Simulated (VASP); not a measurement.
Sn3Bi, 4 atoms in the cell. The structure is cubic, space group Fm-3m (No. 225). Conventional cell: a = 7.698 Å, b = 7.698 Å, c = 7.698 Å, α = 90.00°, β = 90.00°, γ = 90.00°. Sn (site symmetry m-3m) has 8 Sn at 3.33 Å as nearest neighbours. Around Sn (site symmetry -43m) lie 4 Sn at 3.33 Å and 4 Bi at 3.33 Å. Around Bi (site symmetry m-3m) lie 8 Sn at 3.33 Å. The cell comes from a database or a generator and needn't be the stable form of this composition.

| Item | Value |
| --- | --- |
| Program | VASP 6.6.1 |
| Task | single point |
| Functional | LDA |
| Potentials or basis | VASP PAW LDA potentials, release 64 (Sn_d, Bi_d) |
| Cutoff | 520 eV |
| k mesh | 6 × 6 × 6 |
| Occupations | fermi-dirac, width 0.25 eV |
| Spin | no spin polarisation |
| Dipole correction | no |
| Further INCAR settings | ALGO = Fast; EDIFF = 1e-07; NBANDS = 36 |

Potentials or basis: VASP PAW LDA potentials, release 64 (Sn_d, Bi_d).

The run is started by

```sh
$ cat potpaw_LDA.64/Sn_d/POTCAR potpaw_LDA.64/Bi_d/POTCAR > POTCAR
$ mpirun -np 1 vasp_std > vasp.out
```

Hardware: 1 thread of Intel(R) Xeon(R) Platinum 8559C (Emerald Rapids), with other jobs on the host.

Problem. Estimate the wall time of this run.

Solution. Wall time 53 s on 1 thread of Intel(R) Xeon(R) Platinum 8559C (Emerald Rapids) (shared host), peak memory 0.22 GiB. Counts: scf iterations 15, k points 16.
